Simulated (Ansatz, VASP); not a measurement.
# Cross-check of SrPbF4 between VASP and Ansatz, part 2 of 2

One calculation is typed for both programs; each brings its own data sets. How far apart do they land? The cell is invented: As first built, before any earlier steps moved the atoms (in the runner's words): Sr for half of the Pb in the PbF2 structure of space group Aea2. It may not be a known or stable phase. The two relaxations start from unlike cells of this crystal (the structure described is Ansatz's start), so only their ends are compared.

VASP 6.6.1 and Ansatz 0.2.0.

So far: The starting structure; Ansatz: relaxation of cell and atoms, LDA; VASP: relaxation of cell and atoms, LDA.

## Step 3: VASP: relaxation of cell and atoms, LDA (continued)

Level of this step: LDA; plane waves and PAW (Sr_sv, Pb_d, F); invented cell (VASP).

Numbers of over 12 decimals in the logs are rounded to 6 here.

From OUTCAR (step 3):

```text
ion  position               nearest neighbor table
   1  0.500  0.970  0.970-   6 2.47   5 2.47   6 2.47   5 2.47   4 2.47   3 2.47   4 2.47   3 2.47
                             2 4.06   2 4.06   2 4.06   2 4.06   2 4.06   2 4.06   2 4.06   2 4.06
   2  0.000  0.470  0.470-   3 2.51   4 2.51   5 2.51   6 2.51   4 2.51   3 2.51   5 2.51   6 2.51
                             1 4.06   1 4.06   1 4.06   1 4.06   1 4.06   1 4.06   1 4.06   1 4.06
   3  0.744  0.970  0.470-   1 2.47   1 2.47   2 2.51   2 2.51
   4  0.256  0.470  0.970-   1 2.47   1 2.47   2 2.51   2 2.51
   5  0.744  0.470  0.970-   1 2.47   1 2.47   2 2.51   2 2.51
   6  0.256  0.970  0.470-   1 2.47   1 2.47   2 2.51   2 2.51

  LATTYP: Found a simple monoclinic cell.
 ALAT       =     5.7408650448
 B/A-ratio  =     1.0018510982
 C/A-ratio  =     1.5811240160
 COS(beta)  =    -0.9486921866

 Subroutine GETGRP returns: Found  1 space group operations
 (whereof  1 operations were pure point group operations)

The static configuration has the point symmetry C_1 .

 Found     76 irreducible k-points:

   k-points           NKPTS =     76   k-points in BZ     NKDIM =     76   number of bands    NBANDS=     32

   dimension x,y,z NGX =    48 NGY =   32 NGZ =   32
   dimension x,y,z NGXF=    96 NGYF=   64 NGZF=   64

   ENCUT  =  600.0 eV  44.10 Ry    6.64 a.u.  11.49  8.11  8.11*2*pi/ulx,y,z

   NELECT =      52.0000    total number of electrons

 k-points in reciprocal lattice and weights: Automatic mesh
   0.00000000  0.00000000  0.00000000       0.007
   0.25000000  0.00000000  0.00000000       0.014
   0.50000000  0.00000000  0.00000000       0.007
   0.00000000  0.16666667  0.00000000       0.014
   0.25000000  0.16666667  0.00000000       0.014
   0.25000000 -0.16666667 -0.00000000       0.014
   0.50000000  0.16666667 -0.00000000       0.014
   0.00000000  0.33333333  0.00000000       0.014
   0.25000000  0.33333333  0.00000000       0.014
[...]
0.25000000  0.50000000  0.50000000       0.014
   0.50000000  0.50000000  0.50000000       0.007

 average (electrostatic) potential at core
       1 -35.8960       2 -93.6795       3 -75.9418       4 -75.9418       5 -75.9415
       6 -75.9414

 E-fermi :   3.1411

 k-point     1 :       0.0000    0.0000    0.0000
  band No.  band energies     occupation
    ...
     22      -0.8793      2.00000
     23      -0.8324      2.00000
     24      -0.8320      2.00000
     25      -0.7287      2.00000
     26      -0.6582      2.00000
     27       6.4340      0.00000
     28       7.9058      0.00000
     29       8.4490      0.00000
     30       8.4494      0.00000
     31       8.6344      0.00000
    ...

 k-point     2 :       0.2500    0.0000    0.0000
  band No.  band energies     occupation
    ...
     22      -0.9944      2.00000
     23      -0.9236      2.00000
     24      -0.7730      2.00000
     25      -0.7727      2.00000
     26       0.0291      2.00000
     27       5.6599      0.00000
     28       8.2680      0.00000
     29       8.4581      0.00000
     30       8.4585      0.00000
     31       9.6803      0.00000
    ...

 k-point     3 :       0.5000    0.0000    0.0000
  band No.  band energies     occupation
    ...
     22      -1.1109      2.00000
     23      -1.1104      2.00000
     24      -0.7405      2.00000
     25      -0.7402      2.00000
     26       0.4104      2.00000
     27       5.1269      0.00000
     28       8.4673      0.00000
     29       8.4677      0.00000
     30       8.9040      0.00000
     31       9.8512      0.00000
    ...

  Total        0.0131879      0.0111943      0.0087772      0.0005389     -0.0000002     -0.0000005
  in kB        0.2232029      0.1894615      0.1485518      0.0091205     -0.0000038     -0.0000092
  external PRESSURE =       0.1870721 kB  Pullay stress =       0.0000000 kB

  energy-cutoff  :      600.00
  volume of cell :       94.66
      direct lattice vectors                 reciprocal lattice vectors
     5.749490164  0.000054601  0.000000136     0.173928465  0.000003163 -0.000000004
    -0.000052111  2.869128674  2.869314747    -0.000001659  0.174268936  0.174257634
     0.000052248 -2.869128631  2.869314707     0.000001651 -0.174268938  0.174257637

 POSITION                                       TOTAL-FORCE (eV/Angst)
 -----------------------------------------------------------------------------------
      2.87474      0.00003      5.56579         0.000001     -0.000001      0.001323
      5.74949      0.00005      2.69742         0.000003     -0.000000     -0.002316
      4.27659      1.43443      4.13122        -0.001272      0.000593      0.000134
      1.47290     -1.43437      4.13122         0.001269     -0.000593      0.000135
      4.27605     -1.43470      4.13120        -0.000206      0.000409      0.000362
      1.47344      1.43475      4.13120         0.000203     -0.000409      0.000363
 -----------------------------------------------------------------------------------
    total drift:                                0.000001      0.000002     -0.001576

  FREE ENERGIE OF THE ION-ELECTRON SYSTEM (eV)
  ---------------------------------------------------
  free  energy   TOTEN  =       -34.6077313421 eV

  energy  without entropy=      -34.6077313421  energy(sigma->0) =      -34.60773134

 reached required accuracy - stopping structural energy minimisation

 total charge
# of ion       s       p       d       tot
------------------------------------------
    1        2.002   5.806   0.206   8.014
    2        1.550   0.327   9.872  11.750
    3        1.726   4.338   0.000   6.064
    4        1.726   4.338   0.000   6.064
    5        1.726   4.338   0.000   6.064
    6        1.726   4.338   0.000   6.064
--------------------------------------------------
tot         10.456  23.486  10.078  44.021

[... 3 further parts left out ...]
```

CONTCAR:

```
SrPbF4
   1.00000000000000
     5.7494901639497886    0.0000546007656117    0.0000001363507095
    -0.0000521110788930    2.8691286736162200    2.8693147471247480
     0.0000522479610870   -2.8691286313471820    2.8693147068205880
  Sr              Pb              F
     1     1     4
Direct
     0.4999999366798253    0.9698815268512100    0.9698815215961963
     0.9999999239108482    0.4700459906666015    0.4700459855192947
     0.7438251091331901    0.9698648188800688    0.4699269004355719
     0.2561749242935434    0.4699269081680816    0.9698648191115001
     0.7437218356854546    0.4698626011117193    0.9699239775524975
     0.2562781926971389    0.9699239889223128    0.4698626303849333
```

## Step 4: Comparison

Known differences besides the potentials themselves: the two LDA forms differ slightly; the cutoff is 420 eV in Ansatz and 600 eV in VASP; VASP's log shows a relativistic correction to its local exchange, Ansatz's none; Ansatz adds a Pulay correction to the stress that steers its cell, VASP none. Total energies have different zeros and are not compared.

The two programs side by side:

```
                                         quantity  Ansatz   VASP  difference
                                      volume (Å³)   94.47  94.66     -0.21 %
edge a after relaxation, in the typed setting (Å)   5.747  5.750     -0.04 %
edge b after relaxation, in the typed setting (Å)   4.054  4.058     -0.08 %
```

## Step 5: What came out

```json
{"difference in volume (relaxation of cell and atoms, LDA)": "-0.21 %"}
```

**Reading.** The difference in volume is -0.21 % (relaxation of cell and atoms, LDA), within the 1.2 % picked in this series as the mark of a large difference, as far as the stopping tolerances let one tell. How closely two codes agree says nothing of how well the functional describes the real material.

[Lines on the potential files, build, host, timing and source positions are cut from VASP's logs without a mark.]

[Logs are printed without paths, hosts, clocks, repeated set-up lines and the standing remarks that a program may print on its own settings, such as how far it seeks lower states.]

[Hosts, paths, dates, database ids (printed as entryN), source tags and the programs' standing remarks are cut or masked in the printed files.]
